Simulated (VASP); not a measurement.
Given:

```yaml
crystal:
  lattice:
    - [3.06237, 0.00000, 0.00000]
    - [-1.53119, 2.65209, 0.00000]
    - [0.00000, 0.00000, 4.66673]
  atoms:
    - { symbol: W, position: [0.33333, 0.66667, 0.74633] }
    - { symbol: W, position: [0.66667, 0.33333, 0.25367] }
    - { symbol: C, position: [0.00000, 0.00000, 0.00000] }
```

The numbers are results of revPBE GGA, VASP's PBE PAW potentials (set 64) (plane waves; VASP 6.6.1), not measurements. Settings: 400 eV cut-off, 16×16×9 Γ-centred mesh, Gaussian smearing of 0.27 eV, potentials W_sv C.

At this cut-off the stress carries a Pulay error, which pulls relaxed volumes low. Unless said otherwise, spin-orbit coupling is left out, though it shifts the bands of the heavy elements here.

Problem. Estimate the energy per atom (σ→0), pressure, band gap (on the k-mesh) with the smallest direct gap where there is one.

Solution. 
The band gap (on the k-mesh) is none (metal, semimetal or under 0.01 eV) and the energy per atom (σ→0) is -11.231 eV/atom. The pressure comes out as 3.67 GPa.

The structure comes from a computed database's W2C entry; how it stands against other phases isn't given here. The cell was not relaxed at this level.
